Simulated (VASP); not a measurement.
Data:

```
CELL_PARAMETERS angstrom
      0.00000     2.17412     2.17412
      2.17412     0.00000     2.17412
      2.17412     2.17412     0.00000
ATOMIC_POSITIONS crystal
  Si 0.00000 0.00000 0.00000
  C  0.25000 0.25000 0.25000
```

Computed with PBE GGA with D3 dispersion (Becke-Johnson damping), VASP's PBE PAW potentials (set 64) (plane waves; VASP 6.6.1). Settings: 520 eV cut-off, 12×12×12 Γ-centred mesh, tetrahedra with Blöchl corrections, potentials Si C.

Tabulate the total density of states (states/eV per cell) against energy (eV; zero at the valence-band maximum or, without a gap, the Fermi level).

| E (eV) | DOS (states/eV) |
|---|---|
| -9.93 | 0.00 |
| -9.33 | 0.00 |
| -8.73 | 0.00 |
| -8.13 | 0.21 |
| -7.53 | 0.64 |
| -6.81 | 0.62 |
| -6.21 | 0.38 |
| -5.61 | 0.29 |
| -5.01 | 0.69 |
| -4.41 | 0.68 |
| -3.81 | 0.78 |
| -3.21 | 1.08 |
| -2.49 | 1.08 |
| -1.89 | 1.07 |
| -1.29 | 1.06 |
| -0.69 | 0.56 |
| -0.09 | 0.11 |
| 0.51 | 0.00 |
| 1.11 | 0.00 |
| 1.71 | 0.04 |
| 2.31 | 0.12 |
| 3.03 | 0.21 |
| 3.63 | 0.31 |
| 4.23 | 0.43 |
| 4.83 | 0.81 |
Within 2 eV below the valence-band maximum the largest weight inside VASP's projection spheres is C p, then Si p.

The compound is SiC in the zinc blende structure. It was relaxed first.
